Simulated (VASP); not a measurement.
Method: PBE GGA, VASP's PBE PAW potentials (set 64) (plane waves; VASP).

A VASP calculation is set up with these files.

### POSCAR
```
SrO
1
    0.0000000000     2.6023952996     2.6023952996
    2.6023952996     0.0000000000     2.6023952996
    2.6023952996     2.6023952996     0.0000000000
Sr O
1 1
Direct
  0.0000000000   0.0000000000   0.0000000000
  0.5000000000   0.5000000000   0.5000000000
```

File KPOINTS:
```
Automatic mesh
0
Gamma
9 9 9
0 0 0
```

INCAR:
```
# general
SYSTEM   = SrO
PREC     = Accurate
ENCUT    = 520
LREAL    = .FALSE.
LASPH    = .TRUE.

# electronic loop
EDIFF    = 1E-8
NELM     = 100
ALGO     = Normal
LMAXMIX  = 4

# smearing
ISMEAR   = 0
SIGMA    = 0.01

# functional
GGA      = PE

# ions
IBRION   = 8
NSW      = 1

# output
LWAVE    = .FALSE.
LCHARG   = .FALSE.

# other
LEPSILON = .TRUE.
```

POTCAR, in this order: Sr_sv O (PBE.64 set). Program: vasp_std.

Output

OUTCAR:
```


 HEAD OF MICROSCOPIC STATIC DIELECTRIC TENSOR (INDEPENDENT PARTICLE, excluding Hartree and local field effects)
 ------------------------------------------------------
           3.945440     0.000000     0.000000
           0.000000     3.945440     0.000000
           0.000000     0.000000     3.945440
 ------------------------------------------------------

 MACROSCOPIC STATIC DIELECTRIC TENSOR (including local field effects in DFT)
 ------------------------------------------------------
           3.804368    -0.000000    -0.000000
           0.000000     3.804368    -0.000000
          -0.000000     0.000000     3.804368
 ------------------------------------------------------

 PIEZOELECTRIC TENSOR (including local field effects)  for field in x, y, z        (e  Angst)
          XX          YY          ZZ          XY          YZ          ZX
  --------------------------------------------------------------------------------
  x     0.00000     0.00000     0.00000     0.00000     0.00000     0.00000
  y     0.00000     0.00000     0.00000     0.00000     0.00000     0.00000
  z     0.00000     0.00000     0.00000     0.00000     0.00000     0.00000

 PIEZOELECTRIC TENSOR (including local field effects)  for field in x, y, z        (C/m^2)
          XX          YY          ZZ          XY          YZ          ZX
  --------------------------------------------------------------------------------
  x     0.00000     0.00000     0.00000     0.00000     0.00000     0.00000
  y     0.00000     0.00000     0.00000     0.00000     0.00000     0.00000
  z     0.00000     0.00000     0.00000     0.00000     0.00000     0.00000

 BORN EFFECTIVE CHARGES (including local field effects) (in |e|, cummulative output)
 ---------------------------------------------------------------------------------
 ion    1
    1     2.43827     0.00000     0.00000
    2     0.00000     2.43827     0.00000
    3     0.00000     0.00000     2.43827
 ion    2
    1    -2.43827     0.00000     0.00000
    2     0.00000    -2.43827     0.00000
    3     0.00000     0.00000    -2.43827

   1 f  =    5.762321 THz    36.205728 2PiTHz  192.210326 cm-1    23.831032 meV

   2 f  =    5.762321 THz    36.205728 2PiTHz  192.210326 cm-1    23.831032 meV

   3 f  =    5.762321 THz    36.205728 2PiTHz  192.210326 cm-1    23.831032 meV

   4 f/i=    0.005005 THz     0.031449 2PiTHz    0.166957 cm-1     0.020700 meV

   5 f/i=    0.005005 THz     0.031449 2PiTHz    0.166957 cm-1     0.020700 meV

   6 f/i=    0.005005 THz     0.031449 2PiTHz    0.166957 cm-1     0.020700 meV

 MACROSCOPIC STATIC DIELECTRIC TENSOR IONIC CONTRIBUTION
 ------------------------------------------------------
          16.576256     0.000000     0.000000
           0.000000    16.576256     0.000000
           0.000000     0.000000    16.576256
 ------------------------------------------------------

 ELASTIC MODULI CONTR FROM IONIC RELAXATION (kBar)
 Direction    XX          YY          ZZ          XY          YZ          ZX
 --------------------------------------------------------------------------------
 XX           0.0000      0.0000      0.0000      0.0000      0.0000      0.0000
 YY           0.0000      0.0000      0.0000      0.0000      0.0000      0.0000
 ZZ           0.0000      0.0000      0.0000      0.0000      0.0000      0.0000
 XY           0.0000      0.0000      0.0000      0.0000      0.0000      0.0000
 YZ           0.0000      0.0000      0.0000      0.0000      0.0000      0.0000
 ZX           0.0000      0.0000      0.0000      0.0000      0.0000      0.0000
 --------------------------------------------------------------------------------

 PIEZOELECTRIC TENSOR IONIC CONTR  for field in x, y, z        (C/m^2)
          XX          YY          ZZ          XY          YZ          ZX
  --------------------------------------------------------------------------------
  x     0.00000     0.00000     0.00000     0.00000     0.00000     0.00000
  y     0.00000     0.00000     0.00000     0.00000     0.00000     0.00000
  z     0.00000     0.00000     0.00000     0.00000     0.00000     0.00000
```
(Selected blocks of OUTCAR.)

The compound is SrO in the rock salt structure. It was relaxed first.
